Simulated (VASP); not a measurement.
Crystal: Al3BiO3.

```
Al Bi O
1.0
     4.73404    0.00000    0.00000
    -2.36702    4.09980    0.00000
     0.00000    0.00000    5.79250
Al Bi O
3 1 3
Direct
  0.50000 0.00000 0.00000
  0.00000 0.50000 0.00000
  0.50000 0.50000 0.00000
  0.00000 0.00000 0.00000
  0.33333 0.66667 0.50000
  0.66667 0.33333 0.50000
  0.00000 0.00000 0.50000
```

The cell was built by a generator and needn't be a form met in nature.

| Item | Value |
| --- | --- |
| Program | VASP 6.6.1 |
| Task | relaxation of cell and atoms |
| Functional | PBE |
| Potentials or basis | VASP PAW PBE potentials, release 64 (Al, Bi_d, O) |
| Cutoff | 520 eV |
| k mesh | 4 × 4 × 3 |
| Occupations | gaussian, width 0.15 eV |
| Spin | no spin polarisation |

At the start: pressure 28.7 GPa; volume 16.06 Å³/atom.

Q: How do energy, volume and symmetry change on relaxing?

A: Over 9 steps the energy falls by 2246.8 meV/atom and the volume is 15.37 Å³/atom (-4.3 %); space group P6/mmm (No. 191, to 0.05 Å).

Step by step:
```
step  energy change (eV)  largest force (eV/Å)  pressure (GPa)  volume (Å³)
   1              0.0000                0.0000           28.72       112.42
   2             -9.2035                0.0000          -16.02       158.47
   3             -9.1069                0.0000          -14.18       154.42
   4            -14.9227                0.0000          -11.63       125.17
   5            -14.9408                0.0000          -10.89       124.26
   6            -15.6446                0.0000            5.86       102.90
   7            -15.7102                0.0000            1.09       107.16
   8            -15.7068                0.0000           -0.94       108.13
   9            -15.7275                0.0000           -0.09       107.62
```

Final structure:
```xyz
7
Lattice="5.6682 0.0000 0.0000 -2.8341 4.9088 0.0000 0.0000 0.0000 3.8680" Properties=species:S:1:pos:R:3 pbc="T T T"
Al    2.8341    0.0000    0.0000
Al   -1.4170    2.4544    0.0000
Al    1.4170    2.4544    0.0000
Bi    0.0000    0.0000    0.0000
O     0.0000    3.2725    1.9340
O     2.8341    1.6363    1.9340
O     0.0000    0.0000    1.9340
```

Caveat: the k mesh is coarse (spacing up to 0.38 Å⁻¹), so the values aren't converged.
